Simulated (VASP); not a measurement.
A VASP calculation is set up with these files.

### KPOINTS
```
Automatic
0
Gamma
 4 4 6
```

**INCAR**
```
SYSTEM = PbO2
PREC = Accurate
ENCUT = 520
EDIFF = 1E-6
NELM = 100
ALGO = Normal
LREAL = .FALSE.
LASPH = .TRUE.
ISMEAR = 0
SIGMA = 0.05
GGA = MK
PARAM1 = 0.1234568
PARAM2 = 0.7114
ZAB_VDW = -1.8867
LUSE_VDW = .TRUE.
AGGAC = 0.0
LMAXMIX = 4
LWAVE = .FALSE.
LCHARG = .FALSE.
IBRION = 2
ISIF = 3
NSW = 60
EDIFFG = -0.02
```

### POSCAR
```
PbO2
1
    5.0248020055    -0.0000000000     0.0000000000
   -0.0000000000     5.0248020055     0.0000000000
    0.0000000000     0.0000000000     3.4501169221
Pb O
2 4
Direct
  0.0000000000   0.0000000000   0.0000000000
  0.5000000000   0.5000000000   0.5000000000
  0.3073757315   0.3073757315   1.0000000000
  0.8073757315   0.1926242685   0.5000000000
  0.1926242685   0.8073757315   0.5000000000
  0.6926242685   0.6926242685   0.0000000000
```

POTCAR, in this order: Pb_d O (PBE.64 set). Program: vasp_std.

### Question
Write an equivalent input for Quantum ESPRESSO's pw.x.

### Answer
One equivalent input (not run):
```
&CONTROL
  calculation = 'vc-relax'
  pseudo_dir = './pseudo'
  outdir = './out'
  tprnfor = .true.
  tstress = .true.
  nstep = 60
  forc_conv_thr = 0.00078
/
&SYSTEM
  ibrav = 0
  nat = 6
  ntyp = 2
  ecutwfc = 84
  occupations = 'smearing'
  smearing = 'gaussian'
  degauss = 0.003675
  input_dft = 'vdw-df2-b86r'
/
&ELECTRONS
  conv_thr = 7.3e-08
  electron_maxstep = 100
/
&IONS
/
&CELL
/
ATOMIC_SPECIES
  Pb 207.200 Pb.upf
  O 15.999 O.upf
CELL_PARAMETERS angstrom
     5.0248020   -0.0000000    0.0000000
    -0.0000000    5.0248020    0.0000000
     0.0000000    0.0000000    3.4501169
ATOMIC_POSITIONS crystal
  Pb   0.0000000  0.0000000  0.0000000
  Pb   0.5000000  0.5000000  0.5000000
  O    0.3073757  0.3073757  1.0000000
  O    0.8073757  0.1926243  0.5000000
  O    0.1926243  0.8073757  0.5000000
  O    0.6926243  0.6926243  0.0000000
K_POINTS automatic
  4 4 6 0 0 0
```
What does not carry over: the potentials are each code's own (VASP's PAW set, PseudoDojo norm-conserving files in pw.x), so ENCUT and ecutwfc are chosen apart and not converted; conv_thr bounds pw.x's estimated SCF error, while EDIFF bounds the energy change between steps; forc_conv_thr acts on force components and is met together with etot_conv_thr.

The compound is PbO2 in the rutile structure. It was relaxed first. The start is the result of an earlier pass.
